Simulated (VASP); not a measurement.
Here is the system:

```xyz
4
Lattice="5.0280 2.5035 2.5035 2.5035 5.0280 2.5035 2.5035 2.5035 5.0280" Properties=species:S:1:pos:R:3 pbc="T T T"
Mn     7.5314     7.5314     5.0070
Mn     5.0175     5.0175     5.0175
S      2.5087     2.5087     2.5087
S      7.5262     7.5262     7.5262
```
Starting moments (μB, in the order of the record's atoms Mn Mn S S): 4.1 -4.1 0.0 0.0.

Level of theory: PBE GGA with D3 dispersion (Becke-Johnson damping), VASP's PBE PAW potentials (set 64) (plane waves; VASP). Numerical set-up: 520 eV cut-off, Gaussian smearing of 0.050 eV, potentials Mn_pv S.

Task: Give the spin-up energies of bands 9 to 22 at the high-symmetry points, in eV from the valence-band maximum.

Result: 
```
band      Γ      T     H2      L     S0      F
----  -----  -----  -----  -----  -----  -----
9     -7.11  -5.18  -6.14  -6.35  -6.21  -7.14
10    -4.48  -4.62  -6.08  -6.03  -5.83  -6.07
11    -4.48  -4.21  -5.24  -5.02  -5.51  -4.44
12    -2.84  -4.21  -5.12  -4.46  -5.01  -4.36
13    -2.84  -2.92  -4.27  -4.41  -4.36  -3.40
14    -2.62  -2.92  -4.07  -3.54  -4.08  -3.34
15    -1.62  -2.80  -2.48  -2.80  -2.48  -3.23
16    -1.62  -2.80  -2.27  -2.41  -2.28  -2.41
17    -1.55  -2.24  -2.21  -2.13  -2.17  -2.22
18    -1.47   0.00  -1.04  -0.67  -1.08  -1.12
19    -1.47   0.00  -0.71  -0.66  -0.72  -0.49
20     1.00   0.89   1.24   0.46   1.20   0.57
21     1.00   0.89   1.26   1.56   1.35   1.66
22     1.16   0.97   1.63   1.77   1.58   1.78
```

Task: Give the spin-down energies of bands 9 to 22 at the high-symmetry points, in eV from the valence-band maximum.

Result: 
| band | Γ | T | H2 | L | S0 | F |
|---|---|---|---|---|---|---|
| 9 | -7.11 | -5.18 | -6.14 | -6.35 | -6.21 | -7.14 |
| 10 | -4.48 | -4.62 | -6.08 | -6.03 | -5.83 | -6.07 |
| 11 | -4.48 | -4.21 | -5.24 | -5.02 | -5.51 | -4.44 |
| 12 | -2.84 | -4.21 | -5.12 | -4.46 | -5.01 | -4.36 |
| 13 | -2.84 | -2.92 | -4.27 | -4.41 | -4.36 | -3.40 |
| 14 | -2.62 | -2.92 | -4.07 | -3.54 | -4.08 | -3.34 |
| 15 | -1.62 | -2.80 | -2.48 | -2.80 | -2.48 | -3.23 |
| 16 | -1.62 | -2.80 | -2.27 | -2.41 | -2.28 | -2.41 |
| 17 | -1.55 | -2.24 | -2.21 | -2.13 | -2.17 | -2.22 |
| 18 | -1.47 | 0.00 | -1.04 | -0.67 | -1.08 | -1.12 |
| 19 | -1.47 | 0.00 | -0.71 | -0.66 | -0.72 | -0.49 |
| 20 | 1.00 | 0.89 | 1.24 | 0.46 | 1.20 | 0.57 |
| 21 | 1.00 | 0.89 | 1.26 | 1.56 | 1.35 | 1.66 |
| 22 | 1.16 | 0.97 | 1.63 | 1.77 | 1.58 | 1.78 |

The gap is indirect, 0.46 eV, from the valence maximum at T to the conduction minimum at L.

The compound is MnS in the rock salt, AFM-II order structure. It was relaxed first, which changed the volume by -10 %.
